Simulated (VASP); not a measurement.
OSZICAR of a VASP run on TiCo (CsCl type):

File OSZICAR:
```
       N       E                     dE             d eps       ncg     rms          rms(c)
DAV:   1     0.151817580869E+03    0.15182E+03   -0.10505E+04  2352   0.189E+03
DAV:   2    -0.849639400730E+01   -0.16031E+03   -0.15791E+03  2394   0.411E+02
DAV:   3    -0.176502825361E+02   -0.91539E+01   -0.90581E+01  3714   0.107E+02
DAV:   4    -0.179247752086E+02   -0.27449E+00   -0.26891E+00  2968   0.151E+01
DAV:   5    -0.179345047998E+02   -0.97296E-02   -0.97293E-02  3382   0.269E+00    0.132E+01
DAV:   6    -0.161118256093E+02    0.18227E+01   -0.13627E+01  2974   0.562E+01    0.692E+00
DAV:   7    -0.184093197956E+02   -0.22975E+01   -0.28754E+01  3864   0.508E+01    0.229E+01
DAV:   8    -0.156174943510E+02    0.27918E+01   -0.16572E+01  3518   0.395E+01    0.165E+00
DAV:   9    -0.156498634678E+02   -0.32369E-01   -0.30150E-01  3248   0.534E+00    0.188E+00
DAV:  10    -0.156355838193E+02    0.14280E-01   -0.86235E-02  3488   0.370E+00    0.470E-01
DAV:  11    -0.156339824974E+02    0.16013E-02   -0.76921E-03  3018   0.106E+00    0.274E-01
DAV:  12    -0.156335581427E+02    0.42435E-03   -0.16692E-03  3646   0.368E-01    0.837E-02
DAV:  13    -0.156334730403E+02    0.85102E-04   -0.21523E-04  2846   0.139E-01    0.389E-02
DAV:  14    -0.156334641115E+02    0.89287E-05   -0.64869E-05  3454   0.691E-02    0.743E-03
DAV:  15    -0.156334642651E+02   -0.15355E-06   -0.39737E-06  2660   0.273E-02    0.978E-04
DAV:  16    -0.156334643814E+02   -0.11634E-06   -0.11726E-07  1820   0.443E-03    0.504E-04
DAV:  17    -0.156334643710E+02    0.10456E-07   -0.17458E-08  1332   0.186E-03
   1 F= -.15633464E+02 E0= -.15632947E+02  d E =-.155219E-02
```

Q: Which electronic solver shows in the log?

A: It is blocked Davidson (ALGO = Normal, or the opening steps of other solvers). The INCAR had ALGO = Normal.

Q: How was spin treated?

A: Without spin polarisation: there is no mag entry.

Q: Can the final energy be trusted as converged?

A: Self-consistency was reached. It stopped with EDIFF = 1E-7, NELM = 100 (PBE GGA, plane waves, VASP's PBE PAW potentials (set 64)).

The compound is TiCo in the CsCl type structure. It was relaxed first. The run is not spin-polarised, so no magnetic state was tried. The electron count is odd and the run is not spin-polarised, which forces a metal.
